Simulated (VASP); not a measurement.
An input for Ansatz (written as the equivalent of a VASP run, and not itself run):

Ansatz 0.2 input:
```yaml
crystal:
  lattice:
    - [5.3018666, 0.0000000, 0.0000000]
    - [-2.6509333, 4.5915517, 0.0000000]
    - [0.0000000, 0.0000000, 8.5951444]
  atoms:
    - { symbol: Tl, position: [0.3333330, 0.6666670, 0.9998552] }
    - { symbol: Tl, position: [0.6666670, 0.3333330, 0.4998552] }
    - { symbol: Br, position: [0.3333330, 0.6666670, 0.3751448] }
    - { symbol: Br, position: [0.6666670, 0.3333330, 0.8751448] }
kpoints:
  mp_grid: { grid: [6, 6, 3] }
hamiltonian:
  xc: pbe
  pseudopotentials: { kind: paw }
scf:
  occupations: { method: tetrahedron }
  max_iter: 100
output: { forces: true, stress: true, eigenvalues: true }
```

**Question.** Translate this input to VASP (INCAR, KPOINTS, POSCAR, choice of POTCAR).

**Answer.** This is not unique; one that fits is 
**KPOINTS**
```
K-points
0
gamma
6 6 3
0 0 0
```

INCAR:
```
# general
SYSTEM  = TlBr
PREC    = Accurate
ENCUT   = 400   # plane-wave cut-off (eV)
LREAL   = .False.   # projection in real space or not
LASPH   = .True.   # aspherical one-centre terms

# electronic loop
EDIFF   = 1E-7
NELM    = 100   # most electronic steps
ALGO    = Normal   # blocked Davidson
LMAXMIX = 4   # l cut-off of mixed one-centre charges

# smearing
ISMEAR  = -5   # tetrahedra, Bloechl

# functional
GGA     = PE

# ions
ISIF    = 2

# output
LWAVE   = .False.
LCHARG  = .True.
LORBIT  = 11
NEDOS   = 601   # DOS grid

# other
LEFG    = .True.
```

POSCAR:
```
TlBr
8.5951440
  0.6168444139   0.0000000000   0.0000000000
 -0.3084222069   0.5342030040   0.0000000000
  0.0000000000   0.0000000000   1.0000000448
Tl Br
2 2
Cart
 -0.0000003084   0.3561355141   0.9998552487
  0.3084225154   0.1780674899   0.4998552263
 -0.0000003084   0.3561355141   0.3751448129
  0.3084225154   0.1780674899   0.8751448353
```

POTCAR, in this order: Tl_d Br (PBE.64 set). Program: vasp_std.

Limits of the translation: each code has its own PAW files, so the cut-off isn't converted (ENCUT is set for VASP's; basis.ecutwfc is left out, and Ansatz then takes the one that its files recommend); Ansatz stops its SCF on the density residual and VASP on the energy change (EDIFF); the field gradients of LEFG aren't asked of the other code.

The structure was generated: TlBr was put into the wurtzite type (P6_3mc), which need not be its known phase. It was relaxed first, which changed the volume by +83 %.
